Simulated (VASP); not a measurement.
Consider the following.

```xyz
3
Lattice="1.8183 -3.1494 0.0000 1.8183 3.1494 0.0000 0.0000 0.0000 5.8166" Properties=species:S:1:pos:R:3 pbc="T T T"
Zr     0.0000     0.0000     0.0000
S      1.8183     1.0498     1.4608
S      1.8183    -1.0498     4.3558
```

These are vdW-DF-cx, VASP's PBE PAW potentials (set 64) (plane waves; VASP) values and carry that method's errors. Run with 520 eV cut-off, Gaussian smearing of 0.050 eV, potentials Zr_sv S.

Q: Give the energies of bands 7 to 15 at the high-symmetry points, in eV from the valence-band maximum.

A: 
```csv
band,Γ,M,K,A,L,H
7,-4.66,-4.55,-3.61,-3.42,-4.67,-3.68
8,-2.86,-2.70,-3.53,-2.81,-3.43,-3.68
9,-2.86,-2.65,-3.53,-2.81,-2.75,-3.16
10,-0.14,-2.56,-2.22,-2.01,-2.45,-2.20
11,-0.14,-2.03,-2.22,-0.31,-0.99,-1.92
12,-0.01,-1.32,-1.52,-0.31,-0.83,-1.92
13,1.48,0.94,2.17,1.44,0.73,2.29
14,1.48,3.26,3.13,1.44,3.25,2.75
15,2.18,3.60,3.13,2.59,3.59,2.75
```

The gap is indirect, 0.73 eV, from the valence maximum at K-Γ at 0.89 to the conduction minimum at L.

Measured: gap 1.70 eV (computed value off by -0.97 eV), as given by Miłosz Rybak et al., Nanomaterials (2022), arXiv:2210.12074.

The compound is ZrS2 in the 1T layered structure. It was relaxed first.
